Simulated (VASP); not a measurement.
Pd:

```xyz
1
Lattice="0.0000 1.9587 1.9587 1.9587 0.0000 1.9587 1.9587 1.9587 0.0000" Properties=species:S:1:pos:R:3 pbc="T T T"
Pd    0.0000    0.0000    0.0000
```

```yaml
Program: VASP 6.6.1
Task: relaxation of cell and atoms
Functional: PBE
Dispersion: D3(BJ)
Potentials_or_basis: VASP PAW PBE potentials, release 64 (Pd)
Cutoff: 600 eV
k_mesh: 18 × 18 × 18
Occupations: gaussian, width 0.1 eV
Spin: no spin polarisation
```

At the start: pressure -4.3 GPa; volume 15.03 Å³/atom.

Q: Where does the relaxation end?

A: Over 3 steps the energy falls by 4.8 meV/atom and the volume is 14.68 Å³/atom (-2.3 %); space group Fm-3m (No. 225, to 0.05 Å).

Step by step:
```csv
step,energy change (eV),largest force (eV/Å),pressure (GPa),volume (Å³)
1,0.0000,0.0000,-4.27,15.03
2,0.0067,0.0000,7.53,14.17
3,-0.0048,0.0000,-0.03,14.68
```

Final structure:
```yaml
crystal:
  lattice:
    - [0.00000, 1.94354, 1.94354]
    - [1.94354, 0.00000, 1.94354]
    - [1.94354, 1.94354, 0.00000]
  atoms:
    - { symbol: Pd, position: [0.00000, 0.00000, 0.00000] }
```

Caveat: pairwise dispersion overbinds metals, which lowers pressure and volume.
